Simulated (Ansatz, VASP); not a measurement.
# Cross-check of H15C8S2N3O4F2 between VASP and Ansatz

Aim: how closely do two programs agree when they are given the same cell, functional and k mesh? The cell is taken from a series of runs on this material, whose earlier steps may have relaxed, scaled, displaced or heated it; both programs get it as it stands.

Method: plane waves, with VASP 6.6.1 beside it; single point at LDA, in Ansatz 0.2.0.

## Step 1: The starting structure

The cell holds 204 atoms: 48 C, 18 N, 90 H, 12 S, 24 O and 12 F. Cell: a = 13.298 Å, b = 13.298 Å, c = 13.298 Å, α = 90.0°, β = 90.0°, γ = 90.0°.

## Step 2: VASP: single point, LDA

A single point gives forces, pressure and levels at one fixed geometry, so differences don't come from the geometry; what else differs is listed under the comparison.

Lines of VASP's logs that name or quote its potential files are left out, and so is its time.

INCAR reads:

```
SYSTEM = H15C8S2N3O4F2
PREC = Accurate
ENCUT = 600
EDIFF = 1E-06
NELM = 120
ISMEAR = -1
SIGMA = 0.025
LREAL = Auto
ALGO = Normal
GGA = PW92
NBANDS = 478
LORBIT = 11
LWAVE = .FALSE.
LCHARG = .FALSE.
ISIF = 2
LASPH = .TRUE.
GGA_COMPAT = .FALSE.
EFERMI = MIDGAP
```

POSCAR reads:

```
H15C8S2N3O4F2
1.0
   13.2979900000      0.0000000000      0.0000000000
    0.0000000000     13.2979900000      0.0000000000
    0.0000000000      0.0000000000     13.2979900000
C N H S O F
48 18 90 12 24 12
Direct
    0.6192600000      0.1596400000      0.9160800000
    0.5012500000      0.1758300000      0.9300700000
    0.4541100000      0.0770900000      0.9443000000
    0.3573500000      0.0662000000      0.0029100000
    0.2231200000      0.0155200000      0.8747600000
    0.1419700000      0.0666500000      0.8322400000
    0.0581800000      0.2343100000      0.8879600000
    0.2220300000      0.1671500000      0.9398500000
    0.3145800000      0.8666000000      0.2141100000
    0.4080200000      0.9279300000      0.2523300000
    0.4877500000      0.8547000000      0.2732200000
    0.5669700000      0.8916200000      0.3491100000
    0.6900800000      0.9845800000      0.2310700000
    0.7145000000      0.0882900000      0.2270100000
    0.6447800000      0.2404100000      0.3107100000
    0.6026500000      0.0707400000      0.3540500000
    0.3686200000      0.4723700000      0.1362500000
    0.2542100000      0.4559400000      0.1547100000
    0.2260900000      0.5361500000      0.2275300000
    0.1338800000      0.5112900000      0.2861300000
    0.0769800000      0.6504200000      0.4047500000
    0.0098100000      0.7243300000      0.4021900000
    0.8808200000      0.7779000000      0.2719400000
    0.0107600000      0.6489600000      0.2486300000
    0.6189300000      0.4833600000      0.7219700000
    0.5706700000      0.3796700000      0.7299800000
    0.6447200000      0.3066900000      0.6796000000
    0.6799400000      0.3289700000      0.5771200000
    0.8244900000      0.4069200000      0.4794600000
    0.9225100000      0.4451800000      0.5038300000
[... 168 atom lines left out ...]
    0.9595300000      0.2278200000      0.1731100000
    0.7213200000      0.4019700000      0.9587200000
    0.0102100000      0.0311600000      0.5655700000
    0.9556200000      0.0722100000      0.2673300000
    0.7531400000      0.5986000000      0.2413600000
    0.6719700000      0.5664700000      0.9582400000
```

KPOINTS reads:

```
Automatic mesh
0
Gamma
1 1 1
0 0 0
```

The projector-augmented-wave data sets are C, N, H, S, O and F (LDA family, release 64).

Launch:

```sh
$ export OMP_NUM_THREADS=3
$ mpirun -np 1 vasp_gam
```

Numbers of over 12 decimals in the logs are rounded to 6 here.

Output:

```text
[banner, memory and clock lines left out]
running    1 mpi-ranks, on    1 nodes
[...]
Offloading initialized ...    1 GPUs detected
[...]
|                                                                             |
|               ----> ADVICE to this user running VASP <----                  |
|                                                                             |
|     You enforced a specific xc type in the INCAR file but a different       |
|     [... a line on the potential file left out ...]
|     I HOPE YOU KNOW WHAT YOU ARE DOING!                                     |
|                                                                             |

 LDA part: xc-table for (Slater(with rela. corr.)+PW92), standard interpolation
 POSCAR, INCAR and KPOINTS ok, starting setup
[...]
entering main loop
       N       E                     dE             d eps       ncg     rms          rms(c)
DAV:   1     0.578217742415E+04    0.57822E+04   -0.39381E+05   972   0.148E+03
DAV:   2    -0.740460210017E+03   -0.65226E+04   -0.61567E+04  1170   0.332E+02
DAV:   3    -0.137522624855E+04   -0.63477E+03   -0.62895E+03  1168   0.108E+02
DAV:   4    -0.139026649778E+04   -0.15040E+02   -0.14946E+02  1192   0.179E+01
[...]
DAV:  18    -0.125050528391E+04    0.13322E-04   -0.22673E-05  1152   0.146E-02    0.989E-03
DAV:  19    -0.125050528429E+04   -0.38106E-06   -0.12033E-05  1152   0.950E-03    0.515E-03
DAV:  20    -0.125050528489E+04   -0.59871E-06   -0.63961E-06  1104   0.543E-03
   1 F= -.12505053E+04 E0= -.12505053E+04  d E =0.000000E+00
```

OUTCAR, selected parts (step 2):

```text
  FREE ENERGIE OF THE ION-ELECTRON SYSTEM (eV)
  ---------------------------------------------------
  free  energy   TOTEN  =     -1250.5052848853 eV

  energy  without entropy=    -1250.5052848853  energy(sigma->0) =    -1250.50528489
```

The run ends at a pressure of -0.76 GPa, with forces up to 6.3 eV/Å.

(Part 1 of 2 ends here.)

[Lines on the potential files, build, host, timing and source positions are cut from VASP's logs without a mark.]

[Logs are printed without paths, hosts, clocks, repeated set-up lines and the standing remarks that a program may print on its own settings, such as how far it seeks lower states.]

[Hosts, paths, dates, database ids (printed as entryN), source tags and the programs' standing remarks are cut or masked in the printed files.]
